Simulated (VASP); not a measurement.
Here is a VASP 6.6.1 calculation.

File INCAR:

```
SYSTEM = Ta3I
  PREC = Accurate
  ENCUT = 520
  EDIFF = 1E-6
  ISMEAR = 0
  SIGMA = 0.1
  LREAL = .False.
  LASPH = .True.
  NELM = 60
  ALGO = Normal
  ISIF = 2
  LWAVE = .False.
  LCHARG = .True.
  GGA = PE
  LELF = .True.
  LVHAR = .True.
  NBANDS = 50
```

KPOINTS

```
Automatic mesh
0
Gamma
  4 4 4
  0 0 0
```

The input POSCAR:

```
Ta3I
1.0
    5.5922527500      0.0000000000      0.0000000000
    0.0000000000      5.5922527500      0.0000000000
    0.0000000000      0.0000000000      5.5922527500
Ta I
6 2
Direct
    0.2500000000      0.0000000000      0.5000000000
    0.7500000000      0.0000000000      0.5000000000
    0.0000000000      0.5000000000      0.2500000000
    0.0000000000      0.5000000000      0.7500000000
    0.5000000000      0.7500000000      0.0000000000
    0.5000000000      0.2500000000      0.0000000000
    0.0000000000      0.0000000000      0.0000000000
    0.5000000000      0.5000000000      0.5000000000
```

Potentials or basis: VASP PAW PBE potentials, release 64 (Ta_pv, I).

The run is started by

```console
$ cat potpaw_PBE.64/Ta_pv/POTCAR potpaw_PBE.64/I/POTCAR > POTCAR
$ mpirun -np 1 vasp_std > vasp.out
```

(1) What does it give for the band gap on the k mesh?

(2) Predict the pressure.

Answers

(1) none (metal or under the smearing width).

(2) -16.0 GPa.

Caveat: so large a pressure means that the cell lies far from this level's equilibrium, or that cutoff or potentials fall short.
